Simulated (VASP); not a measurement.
# How k-mesh and SCF solver change a VASP run on PtS2, part 2 of 3

How sensitive are energy, pressure and forces of PtS2 to the k-mesh and SCF solver? The atoms are off their equilibrium sites, so that forces can be compared too. The series runs use LDA. The atoms of the start are displaced at random from the sites of a P-3m1 cell.

VASP 6.6.1; LDA; plane waves and PAW (Pt, S).

Still holding for the runs below: Spin-orbit coupling is off here; with elements this heavy it splits and shifts levels by tenths of an eV or more.

So far. Step 6 (K-mesh: 6 6 4): Against the run before the energy moves by +2.37 meV an atom and the pressure by +0.05 GPa, after 13 cycles in 5.2 s.

### Step 7. K-mesh: 9 9 5

INCAR

```
SYSTEM = PtS2
PREC = Accurate
ENCUT = 400
EDIFF = 1E-06
NELM = 100
ISMEAR = -1
SIGMA = 0.05
LREAL = .FALSE.
ALGO = Normal
GGA = CA
NBANDS = 17
LASPH = .TRUE.
LORBIT = 11
LWAVE = .FALSE.
LCHARG = .FALSE.
KPAR = 4
ISIF = 2
```

POSCAR

```
PtS2
1.0
    3.5432000000      0.0000000000      0.0000000000
   -1.7716000000      3.0685012107      0.0000000000
    0.0000000000      0.0000000000      5.0388000000
Pt S
1 2
Direct
   -0.0005740000     -0.0065100000      0.0100490000
    0.3338500000      0.6644070000      0.2256870000
    0.6683970000      0.3381490000      0.7803540000
```

KPOINTS

```
Automatic mesh
0
Gamma
9 9 5
0 0 0
```

Potentials, in the order of the species: Pt and S (PBE family, release 64).

Run with:

```
> mpirun -np 4 vasp_std
```

Log:

```text
[... set-up lines as in an earlier step ...]
 entering main loop
       N       E                     dE             d eps       ncg     rms          rms(c)
DAV:   1     0.905844769517E+02    0.90584E+02   -0.90361E+03  7286   0.925E+02
DAV:   2    -0.156802293480E+02   -0.10626E+03   -0.10328E+03  8701   0.206E+02
DAV:   3    -0.196589614436E+02   -0.39787E+01   -0.39589E+01  8818   0.421E+01
DAV:   4    -0.196986365824E+02   -0.39675E-01   -0.39659E-01  9257   0.458E+00
[...]
DAV:  11    -0.180949110720E+02   -0.11209E-04   -0.46345E-05  8784   0.578E-02    0.461E-02
DAV:  12    -0.180949090455E+02    0.20264E-05   -0.14884E-05  8169   0.396E-02    0.860E-03
DAV:  13    -0.180949088868E+02    0.15876E-06   -0.11018E-06  4194   0.101E-02
   1 F= -.18094909E+02 E0= -.18094905E+02  d E =-.794077E-05
```

Elapsed: 9.4 s, on 4 MPI ranks of Intel Xeon 6975P-C (Granite Rapids), shared host; peak memory 0.89 GiB.

Parts of OUTCAR (step 7):

```text
  Total        2.1355618      2.4494459      2.0021784      0.0527113      0.3007196     -0.0983623
  in kB       62.4559254     71.6356743     58.5550379      1.5415758      8.7947446     -2.8766696
  external PRESSURE =      64.2155459 kB  Pullay stress =       0.0000000 kB

 POSITION                                       TOTAL-FORCE (eV/Angst)
 -----------------------------------------------------------------------------------
      1.78110      3.04853      0.05063        -0.146843      0.484281     -0.743507
      0.00583      2.03873      1.13719         0.028736     -0.107660      1.584539
      1.76920      1.03761      3.93205         0.118107     -0.376622     -0.841032
 -----------------------------------------------------------------------------------
    total drift:                                0.000106     -0.000080     -0.000050

  FREE ENERGIE OF THE ION-ELECTRON SYSTEM (eV)
  ---------------------------------------------------
  free  energy   TOTEN  =       -18.0949088868 eV

  energy  without entropy=      -18.0949009460  energy(sigma->0) =      -18.09490492

[... 1 part as in an earlier step ...]

[... 2 further parts left out ...]
[key lines of the parts left out:]
E-fermi :   7.0054
```

Against the run before the energy moves by -1.09 meV an atom and the pressure by -0.04 GPa, after 13 cycles in 9.4 s.

### Step 8. K-mesh: 11 11 7

INCAR is that of step 7.

POSCAR is that of step 7.

KPOINTS

```
Automatic mesh
0
Gamma
11 11 7
0 0 0
```

Run with:

```
> mpirun -np 4 vasp_std
```

Log:

```text
[... set-up lines as in an earlier step ...]
 entering main loop
       N       E                     dE             d eps       ncg     rms          rms(c)
DAV:   1     0.919103485831E+02    0.91910E+02   -0.90226E+03 15008   0.926E+02
DAV:   2    -0.155116512063E+02   -0.10742E+03   -0.10426E+03 17965   0.206E+02
DAV:   3    -0.196565259307E+02   -0.41449E+01   -0.41238E+01 18455   0.426E+01
DAV:   4    -0.196985388258E+02   -0.42013E-01   -0.41995E-01 19371   0.469E+00
[...]
DAV:  11    -0.180947984894E+02   -0.11282E-04   -0.46978E-05 18495   0.582E-02    0.458E-02
DAV:  12    -0.180947963438E+02    0.21456E-05   -0.14971E-05 16941   0.398E-02    0.873E-03
DAV:  13    -0.180947961880E+02    0.15580E-06   -0.11355E-06  8904   0.101E-02
   1 F= -.18094796E+02 E0= -.18094784E+02  d E =-.235784E-04
```

Elapsed: 24 s, on 4 MPI ranks; peak memory 1.3 GiB; 91 s of CPU time.

Parts of OUTCAR (step 8):

```text
  Total        2.1369101      2.4510947      2.0017736      0.0527729      0.3007186     -0.0983637
  in kB       62.4953554     71.6838929     58.5431989      1.5433774      8.7947142     -2.8767126
  external PRESSURE =      64.2408158 kB  Pullay stress =       0.0000000 kB

 POSITION                                       TOTAL-FORCE (eV/Angst)
 -----------------------------------------------------------------------------------
      1.78110      3.04853      0.05063        -0.146856      0.484293     -0.743285
      0.00583      2.03873      1.13719         0.028759     -0.107706      1.584917
      1.76920      1.03761      3.93205         0.118097     -0.376587     -0.841632
 -----------------------------------------------------------------------------------
    total drift:                                0.000102     -0.000078     -0.000044

  FREE ENERGIE OF THE ION-ELECTRON SYSTEM (eV)
  ---------------------------------------------------
  free  energy   TOTEN  =       -18.0947961880 eV

  energy  without entropy=      -18.0947726096  energy(sigma->0) =      -18.09478440

[... 1 part as in an earlier step ...]

[... 2 further parts left out ...]
[key lines of the parts left out:]
E-fermi :   6.9423
```

Against the run before the energy moves by +0.04 meV an atom while the pressure stays within 0.01 GPa, after 13 cycles in 24 s.

### Step 9. K-mesh: 13 13 8

INCAR is that of step 8.

POSCAR is that of step 8.

KPOINTS

```
Automatic mesh
0
Gamma
13 13 8
0 0 0
```

Run with:

```
> mpirun -np 4 vasp_std
```

Log:

```text
[... set-up lines as in an earlier step ...]
 entering main loop
       N       E                     dE             d eps       ncg     rms          rms(c)
DAV:   1     0.913664907425E+02    0.91366E+02   -0.90353E+03 24130   0.926E+02
DAV:   2    -0.155862841279E+02   -0.10695E+03   -0.10383E+03 29003   0.206E+02
DAV:   3    -0.196574908241E+02   -0.40712E+01   -0.40517E+01 29531   0.423E+01
DAV:   4    -0.196985588859E+02   -0.41068E-01   -0.41051E-01 30981   0.463E+00
[...]
DAV:  11    -0.180948070299E+02   -0.11301E-04   -0.46944E-05 29288   0.580E-02    0.463E-02
DAV:  12    -0.180948048439E+02    0.21859E-05   -0.14949E-05 27057   0.397E-02    0.880E-03
DAV:  13    -0.180948046910E+02    0.15291E-06   -0.11344E-06 14154   0.101E-02
   1 F= -.18094805E+02 E0= -.18094797E+02  d E =-.153380E-04
```

Wall time 38 s (4 MPI ranks); peak memory 1.9 GiB.

Parts of OUTCAR (step 9):

```text
  Total        2.1365883      2.4507778      2.0026960      0.0527680      0.3007390     -0.0983748
  in kB       62.4859455     71.6746257     58.5701770      1.5432364      8.7953123     -2.8770367
  external PRESSURE =      64.2435827 kB  Pullay stress =       0.0000000 kB

 POSITION                                       TOTAL-FORCE (eV/Angst)
 -----------------------------------------------------------------------------------
      1.78110      3.04853      0.05063        -0.146844      0.484261     -0.743359
      0.00583      2.03873      1.13719         0.028753     -0.107687      1.585142
      1.76920      1.03761      3.93205         0.118092     -0.376574     -0.841783
 -----------------------------------------------------------------------------------
    total drift:                                0.000104     -0.000075     -0.000047

  FREE ENERGIE OF THE ION-ELECTRON SYSTEM (eV)
  ---------------------------------------------------
  free  energy   TOTEN  =       -18.0948046910 eV

  energy  without entropy=      -18.0947893530  energy(sigma->0) =      -18.09479702

[... 1 part as in an earlier step ...]

[... 2 further parts left out ...]
[key lines of the parts left out:]
E-fermi :   6.9569
```

Against the run before the energy stays within 0.01 meV an atom and the pressure within 0.01 GPa, after 13 cycles in 38 s.

### Step 10. The k-mesh series as a table

This step: convergence of LDA results with the mesh; plane waves and PAW (VASP 6.6.1).

This step runs nothing: it gathers the runs above.

Differences are taken from the run with 13 13 8. Results of the series, by row:

```
setting     status  energy less the reference (meV/atom)  pressure (GPa)  largest force difference (meV/Å)  gap (eV)  SCF cycles  wall time (s)
  2 2 2  converged                                -302.6           1.521                              1461     1.861          12            1.6
  3 3 2  converged                                 -37.5           5.879                             102.3     1.172          13            1.8
  4 4 3  converged                                -5.138           6.221                             72.42     1.051          13            2.8
  5 5 3  converged                                -1.318           6.418                             31.37     1.325          13            3.4
  6 6 4  converged                                 1.053           6.466                             3.165    0.8888          13            5.2
  9 9 5  converged                              -0.03597           6.422                             0.751    0.9081          13            9.4
11 11 7  converged                              0.004207           6.424                             0.225    0.6309          13             24
13 13 8  converged                                     0           6.424                                 0      0.69          13             38
```

### Step 11. SCF solver: ALGO = Normal

This step: LDA; plane waves and PAW (Pt, S) (VASP 6.6.1).

All solvers should reach one answer; they differ in cycles and robustness.

INCAR is that of step 9.

POSCAR is that of step 9.

KPOINTS

```
Automatic mesh
0
Gamma
9 9 5
0 0 0
```

Run with:

```
> mpirun -np 4 vasp_std
```

Log:

```text
[... set-up lines as in an earlier step ...]
 entering main loop
       N       E                     dE             d eps       ncg     rms          rms(c)
[... 13 cycles as in an earlier step ...]
   1 F= -.18094909E+02 E0= -.18094905E+02  d E =-.794077E-05
```

Wall time 13 s (4 MPI ranks); peak memory 0.89 GiB; 49 s of CPU time.

OUTCAR, selected parts (step 11):

```text
   NELECT =      22.0000    total number of electrons

 E-fermi :   7.0054

 k-point     1 :       0.0000    0.0000    0.0000
  band No.  band energies     occupation
    ...
      7       2.4628      2.00000
      8       4.7870      2.00000
      9       5.3571      2.00000
     10       5.4162      2.00000
     11       6.3423      2.00000
     12       9.0367      0.00000
     13       9.1106      0.00000
     14      11.2385      0.00000
     15      12.1120      0.00000
     16      14.3254      0.00000
    ...

[... 11 parts as in an earlier step ...]

[... 10 further parts left out ...]
```

This step gave:

```yaml
irreducible_k_points: 203
fermi_energy: 7.005 eV
pressure: 6.422 GPa
valence_top_at_k: 0, 0.2222, 0.2
conduction_bottom_at_k: 0.3333, -0.3333, 0.2
least_direct_gap_at_k: 0.2222, -0.2222, 0.2
gap_on_the_k_mesh: 0.9081 eV
least_direct_gap_on_the_k_mesh: 0.9572 eV
```

The series starts at -6.0316 eV an atom and 6.42 GPa, after 13 cycles in 13 s.

### Step 12. SCF solver: ALGO = Fast

INCAR: that of step 11 with these lines changed.

```diff
@@ -8,3 +8,3 @@
 LREAL = .FALSE.
-ALGO = Normal
+ALGO = Fast
 GGA = CA
```

POSCAR is that of step 11.

KPOINTS is that of step 11.

Run with:

```
> mpirun -np 4 vasp_std
```

Log:

```text
[... set-up lines as in an earlier step ...]
 entering main loop
       N       E                     dE             d eps       ncg     rms          rms(c)
[... 5 cycles as in an earlier step ...]
RMM:   6    -0.183450786897E+02    0.13542E+01   -0.62254E+00  6919   0.149E+01    0.115E+01
RMM:   7    -0.181243823567E+02    0.22070E+00   -0.58887E-01  7025   0.528E+00    0.594E+00
RMM:   8    -0.180950741452E+02    0.29308E-01   -0.58732E-02  7832   0.168E+00    0.820E-01
RMM:   9    -0.180945867692E+02    0.48738E-03   -0.20330E-02  8191   0.830E-01    0.144E-01
RMM:  10    -0.180948108965E+02   -0.22413E-03   -0.28550E-03  8400   0.386E-01    0.909E-02
RMM:  11    -0.180948958811E+02   -0.84985E-04   -0.84899E-04  8819   0.183E-01    0.237E-02
RMM:  12    -0.180949052353E+02   -0.93543E-05   -0.12074E-04  8474   0.751E-02    0.118E-02
RMM:  13    -0.180949079424E+02   -0.27071E-05   -0.35845E-05  8149   0.386E-02    0.328E-03
RMM:  14    -0.180949086629E+02   -0.72048E-06   -0.75442E-06  7062   0.176E-02
   1 F= -.18094909E+02 E0= -.18094905E+02  d E =-.794686E-05
```

Run time: 16 s. Hardware: 4 MPI ranks; peak memory 0.89 GiB; 61 s of CPU time.

From OUTCAR (step 12):

```text
  Total        2.1345853      2.4484681      2.0014649      0.0527122      0.3007371     -0.0983652
  in kB       62.4273646     71.6070780     58.5341722      1.5416043      8.7952566     -2.8767569
  external PRESSURE =      64.1895383 kB  Pullay stress =       0.0000000 kB

 POSITION                                       TOTAL-FORCE (eV/Angst)
 -----------------------------------------------------------------------------------
      1.78110      3.04853      0.05063        -0.146828      0.484254     -0.743393
      0.00583      2.03873      1.13719         0.028737     -0.107646      1.584518
      1.76920      1.03761      3.93205         0.118091     -0.376608     -0.841125
 -----------------------------------------------------------------------------------
    total drift:                                0.000104     -0.000080      0.000003

  FREE ENERGIE OF THE ION-ELECTRON SYSTEM (eV)
  ---------------------------------------------------
  free  energy   TOTEN  =       -18.0949086629 eV

  energy  without entropy=      -18.0949007160  energy(sigma->0) =      -18.09490469

[... 2 parts as in an earlier step ...]

[... 1 further part left out ...]
[key lines of the parts left out:]
E-fermi :   7.0055
```

Against the first of the series the energy stays within 0.01 meV an atom and the pressure within 0.01 GPa, after 14 cycles in 16 s.

### Step 13. SCF solver: ALGO = VeryFast

INCAR: that of step 12 with these lines changed.

```diff
@@ -8,3 +8,3 @@
 LREAL = .FALSE.
-ALGO = Fast
+ALGO = VeryFast
 GGA = CA
```

POSCAR is that of step 12.

KPOINTS is that of step 12.

Run with:

```
> mpirun -np 4 vasp_std
```

Log:

```text
[... set-up lines as in an earlier step ...]
 entering main loop
       N       E                     dE             d eps       ncg     rms          rms(c)
RMM:   1     0.190917632132E+03    0.19092E+03   -0.60585E+03  3451   0.778E+02
RMM:   2     0.364433730192E+02   -0.15447E+03   -0.14757E+03  3451   0.195E+02
RMM:   3    -0.333610049040E+01   -0.39779E+02   -0.36432E+02  3451   0.910E+01
RMM:   4    -0.149718713083E+02   -0.11636E+02   -0.84142E+01  3451   0.513E+01
[...]
RMM:  18    -0.180949044257E+02   -0.10437E-04   -0.14782E-04  8530   0.829E-02    0.221E-02
RMM:  19    -0.180949081175E+02   -0.36918E-05   -0.44744E-05  8780   0.433E-02    0.921E-03
RMM:  20    -0.180949087567E+02   -0.63920E-06   -0.84147E-06  7597   0.192E-02
   1 F= -.18094909E+02 E0= -.18094905E+02  d E =-.795861E-05
```

The job ended after 22 s (4 MPI ranks; peak memory 0.87 GiB; 82 s of CPU time).

OUTCAR, selected parts (step 13):

```text
  Total        2.1340906      2.4480302      2.0025446      0.0527210      0.3007693     -0.0983643
  in kB       62.4128972     71.5942712     58.5657471      1.5418597      8.7961972     -2.8767294
  external PRESSURE =      64.1909718 kB  Pullay stress =       0.0000000 kB

 POSITION                                       TOTAL-FORCE (eV/Angst)
 -----------------------------------------------------------------------------------
      1.78110      3.04853      0.05063        -0.146848      0.484262     -0.743424
      0.00583      2.03873      1.13719         0.028738     -0.107659      1.585447
      1.76920      1.03761      3.93205         0.118110     -0.376604     -0.842023
 -----------------------------------------------------------------------------------
    total drift:                                0.000112     -0.000115     -0.000347

  FREE ENERGIE OF THE ION-ELECTRON SYSTEM (eV)
  ---------------------------------------------------
  free  energy   TOTEN  =       -18.0949087567 eV

  energy  without entropy=      -18.0949007981  energy(sigma->0) =      -18.09490478

[... 2 parts as in an earlier step ...]

[... 1 further part left out ...]
[key lines of the parts left out:]
E-fermi :   7.0055
```

Against the first of the series the energy stays within 0.01 meV an atom and the pressure within 0.01 GPa, after 20 cycles in 22 s.

### Step 14. SCF solver: ALGO = All

INCAR: that of step 13 with these lines changed.

```diff
@@ -8,3 +8,3 @@
 LREAL = .FALSE.
-ALGO = VeryFast
+ALGO = All
 GGA = CA
```

POSCAR is that of step 13.

KPOINTS is that of step 13.

Run with:

```
> mpirun -np 4 vasp_std
```

Log:

```text
[... set-up lines as in an earlier step ...]
 entering main loop
       N       E                     dE             d eps       ncg     rms           ort
DAV:   1     0.905844769517E+02    0.90584E+02   -0.97622E+03  3451   0.979E+02
DAV:   2    -0.156802293480E+02   -0.10626E+03   -0.10328E+03  3451   0.206E+02
DAV:   3    -0.196589614436E+02   -0.39787E+01   -0.39589E+01  3451   0.421E+01
DAV:   4    -0.196986365824E+02   -0.39675E-01   -0.39659E-01  3451   0.458E+00
DAV:   5    -0.196993084505E+02   -0.67187E-03   -0.67181E-03  3451   0.564E-01
SDA:   6    -0.134547810176E+02    0.62445E+01   -0.67181E-03  3451   0.259E+02   0.000E+00
 gam= 0.000 g(H,U,f)=  0.120E+02 0.140E+02 0.119E-06 ort(H,U,f) = 0.000E+00 0.000E+00 0.000E+00
 gam= 0.000 trial= 0.400  step=  0.3400 mean=  0.4000
CGA:   7    -0.178797655323E+02   -0.44250E+01   -0.44105E+01  3451   0.438E+00  -0.209E+00
 gam= 0.017 g(H,U,f)=  0.325E+00 0.113E+00 0.350E-06 ort(H,U,f) =-0.133E+01 0.112E+01 0.293E-05
 gam= 0.017 trial= 0.394  step=  0.8863 mean=  0.3940
[...]
gam= 0.248 trial= 0.511  step=  0.8903 mean=  0.5108
CGA:  12    -0.180948669136E+02   -0.18325E-03   -0.18327E-03  3451   0.792E-04  -0.134E-06
 gam= 0.192 g(H,U,f)=  0.759E-04 0.333E-05 0.776E-10 ort(H,U,f) = 0.691E-05-0.705E-05 0.223E-09
 gam= 0.192 trial= 0.549  step=  0.8222 mean=  0.5488
CGA:  13    -0.180948994534E+02   -0.32540E-04   -0.32542E-04  3451   0.243E-04  -0.128E-08
 gam= 0.307 g(H,U,f)=  0.168E-04 0.745E-05 0.280E-09 ort(H,U,f) =-0.240E-07 0.229E-07-0.218E-09
 gam= 0.307 trial= 0.576  step=  0.5844 mean=  0.5761
CGA:  14    -0.180949065453E+02   -0.70919E-05   -0.70925E-05  3451   0.494E-05  -0.283E-08
 gam= 0.204 g(H,U,f)=  0.408E-05 0.866E-06 0.104E-11 ort(H,U,f) = 0.183E-05-0.183E-05-0.497E-11
 gam= 0.204 trial= 0.577  step=  0.7891 mean=  0.5769
CGA:  15    -0.180949084956E+02   -0.19502E-05   -0.19501E-05  3451   0.709E-06   0.126E-09
 gam= 0.143 g(H,U,f)=  0.552E-06 0.157E-06 0.101E-10 ort(H,U,f) =-0.183E-06 0.183E-06 0.741E-11
 gam= 0.143 trial= 0.598  step=  0.9042 mean=  0.5982
CGA:  16    -0.180949088170E+02   -0.32147E-06   -0.32043E-06  3451   0.158E-06   0.239E-08
 gam= 0.223 g(H,U,f)=  0.115E-06 0.430E-07 0.151E-12 ort(H,U,f) =-0.155E-07 0.179E-07 0.883E-12
 gam= 0.223 trial= 0.629  step=  0.7264 mean=  0.6288
 final diagonalization occupied
   1 F= -.18094909E+02 E0= -.18094905E+02  d E =-.794619E-05
```

Run time: 15 s. Hardware: 4 MPI ranks; peak memory 1.3 GiB.

Parts of OUTCAR (step 14):

```text
  Total        2.1338822      2.4478630      2.0011661      0.0527313      0.3007750     -0.0983837
  in kB       62.4068038     71.5893791     58.5254341      1.5421620      8.7963660     -2.8772957
  external PRESSURE =      64.1738723 kB  Pullay stress =       0.0000000 kB

 POSITION                                       TOTAL-FORCE (eV/Angst)
 -----------------------------------------------------------------------------------
      1.78110      3.04853      0.05063        -0.146852      0.484314     -0.743931
      0.00583      2.03873      1.13719         0.028747     -0.107676      1.584568
      1.76920      1.03761      3.93205         0.118105     -0.376637     -0.840637
 -----------------------------------------------------------------------------------
    total drift:                                0.000093     -0.000045     -0.001062

  FREE ENERGIE OF THE ION-ELECTRON SYSTEM (eV)
  ---------------------------------------------------
  free  energy   TOTEN  =       -18.0949088170 eV

  energy  without entropy=      -18.0949008708  energy(sigma->0) =      -18.09490484

[... 2 parts as in an earlier step ...]

[... 1 further part left out ...]
[key lines of the parts left out:]
E-fermi :   7.0055
```

Against the first of the series the energy stays within 0.01 meV an atom and the pressure within 0.01 GPa, after 16 cycles in 15 s.

(Part 2 of 3 ends here.)

[Lines on the potential files, build, host, timing and source positions are cut from VASP's logs without a mark.]

[Logs are printed without paths, hosts, clocks, repeated set-up lines and the standing remarks that a program may print on its own settings, such as how far it seeks lower states.]

[Hosts, paths, dates, database ids (printed as entryN), source tags and the programs' standing remarks are cut or masked in the printed files.]

[A measured line is paired with the nearest computed mode of its activity, which favours agreement.]
